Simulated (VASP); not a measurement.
Output of a VASP run:

File OSZICAR:
```
       N       E                     dE             d eps       ncg     rms          rms(c)
DAV:   1     0.278708308180E+03    0.27871E+03   -0.15860E+04   560   0.114E+03
DAV:   2    -0.164883798523E+02   -0.29520E+03   -0.29262E+03   544   0.360E+02
DAV:   3    -0.291291159714E+02   -0.12641E+02   -0.12430E+02   616   0.694E+01
DAV:   4    -0.293787333820E+02   -0.24962E+00   -0.24916E+00   584   0.105E+01
DAV:   5    -0.293852168491E+02   -0.64835E-02   -0.64816E-02   616   0.158E+00    0.200E+01
DAV:   6    -0.288334712418E+02    0.55175E+00   -0.27315E+00   584   0.103E+01    0.804E+00
DAV:   7    -0.287489343940E+02    0.84537E-01   -0.30127E-01   560   0.249E+00    0.333E+00
DAV:   8    -0.287344245917E+02    0.14510E-01   -0.63825E-02   584   0.171E+00    0.371E-01
DAV:   9    -0.287343537472E+02    0.70844E-04   -0.26237E-03   632   0.321E-01    0.190E-01
DAV:  10    -0.287344842815E+02   -0.13053E-03   -0.61135E-04   544   0.193E-01    0.470E-02
DAV:  11    -0.287344988139E+02   -0.14532E-04   -0.54476E-05   568   0.512E-02    0.130E-02
DAV:  12    -0.287345024988E+02   -0.36849E-05   -0.87381E-06   512   0.152E-02    0.629E-03
DAV:  13    -0.287345021291E+02    0.36973E-06   -0.15677E-06   400   0.765E-03
   1 F= -.28734502E+02 E0= -.28715998E+02  d E =-.370073E-01
```

File OUTCAR:
```
------------------------ aborting loop because EDIFF is reached ----------------------------------------
  FORCE on cell =-STRESS in cart. coord.  units (eV):
  Direction    XX          YY          ZZ          XY          YZ          ZX
  --------------------------------------------------------------------------------------
  Total        0.0733944      0.0733944     -9.8940279      0.0000000      0.0000000      0.0000000
  in kB        1.3106364      1.3106362   -176.6820200      0.0000002      0.0000000      0.0000000
  external PRESSURE =     -58.0202491 kB  Pullay stress =       0.0000000 kB
  volume of cell :       89.72
      direct lattice vectors                 reciprocal lattice vectors
     4.204601000  0.000000000  0.000000000     0.237834696  0.137313904  0.000000000
    -2.102300000  3.641291000  0.000000000     0.000000000  0.274627872  0.000000000
     0.000000000  0.000000000  5.860183000     0.000000000  0.000000000  0.170643135
 POSITION                                       TOTAL-FORCE (eV/Angst)
 -----------------------------------------------------------------------------------
      0.00000      0.00000      0.00000        -0.000000      0.000000      0.000000
      0.00000      0.00000      2.93009        -0.000000      0.000000      0.000000
     -0.00000      2.42753      1.46505         0.000000      0.000000     -0.000000
      2.10230      1.21376      4.39514        -0.000000      0.000000      0.000000
 -----------------------------------------------------------------------------------
    total drift:                                0.000000     -0.000000      0.000000
  FREE ENERGIE OF THE ION-ELECTRON SYSTEM (eV)
  ---------------------------------------------------
  free  energy   TOTEN  =       -28.7345021291 eV

  energy  without entropy=      -28.6974948162  energy(sigma->0) =      -28.71599847
```
(Selected blocks of OUTCAR.)

### POSCAR
```
TeW
1
    4.2046010000     0.0000000000     0.0000000000
   -2.1023000000     3.6412910000     0.0000000000
    0.0000000000     0.0000000000     5.8601830000
W Te
2 2
Direct
  0.0000000000   0.0000000000   0.0000000000
  0.0000000000   0.0000000000   0.5000000000
  0.3333330000   0.6666670000   0.2500000000
  0.6666670000   0.3333330000   0.7500000000
```

Question: Reconstruct the remaining input files.

Answer: Several could match; the one computed here: the input of the run itself, PBE GGA, plane waves, VASP's PBE PAW potentials (set 64).

**INCAR**
```
LWAVE = .FALSE.
SYSTEM = TeW
ISIF = 2
LMAXMIX = 6   ! l cut-off of mixed one-centre charges
LCHARG = .FALSE.
ENCUT = 300
NELM = 100   ! most electronic steps
ALGO = Normal
ISMEAR = 0
GGA = PE
SIGMA = 0.1   ! width (eV)
LREAL = .FALSE.   ! projection in real space or not
EDIFF = 1E-6
LASPH = .TRUE.
PREC = Accurate
```

### KPOINTS
```
kpoints
0
G
5 5 3
```

POTCAR, in this order: W_sv Te (PBE.64 set). Program: vasp_std.

At this cut-off the stress carries a Pulay error, which pulls relaxed volumes low.

The structure was generated: TeW was put into an ordered model structure, which need not be its known phase. The cell was not relaxed at this level. The k-mesh is coarse (spacing up to 0.36 per Å, 2π included), so the numbers may not be converged in it.
